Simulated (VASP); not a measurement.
Here is the system:

```xyz
5
Lattice="4.9428 0.0000 0.0000 0.0000 4.9428 0.0000 0.0000 0.0000 4.9428" Properties=species:S:1:pos:R:3 pbc="T T T"
Nd     2.4714     2.4714     0.0000
Nd     0.0000     2.4714     2.4714
Nd     2.4714     0.0000     2.4714
Sn     0.0000     0.0000     0.0000
N      2.4714     2.4714     2.4714
```

Level of theory: PBEsol GGA, VASP's PBE PAW potentials (set 64) (plane waves; VASP 6.6.1). Numerical set-up: 520 eV cut-off, Gaussian smearing of 0.050 eV, potentials Nd_3 Sn_d N.

The 4f electrons are frozen in the core of the lanthanide potential, so 4f levels, which can set the real gap, and their magnetism are missing.

Question: Give the energies of bands 20 to 30 at the high-symmetry points, in eV from the Fermi level.

Answer: 
```
band      Γ      X      M      R
----  -----  -----  -----  -----
20    -1.62  -3.99  -4.46  -4.86
21    -1.62  -3.74  -4.46  -4.86
22    -1.62  -2.11  -2.58  -4.86
23    -1.58  -2.11  -2.56  -1.17
24    -1.58  -1.81  -2.56  -1.17
25    -1.32  -1.81  -2.40  -1.17
26    -1.32  -0.84   0.81   0.20
27    -1.32   0.06   0.81   0.20
28    -0.08   1.12   1.14   0.20
29    -0.08   1.30   1.14   1.06
30    -0.08   2.21   1.58   1.06
```

It has no gap at this level: it comes out as a metal or semimetal.

The structure comes from a computed database's Nd3SnN entry (Pm-3m); how it stands against other phases isn't given here. It was relaxed first.
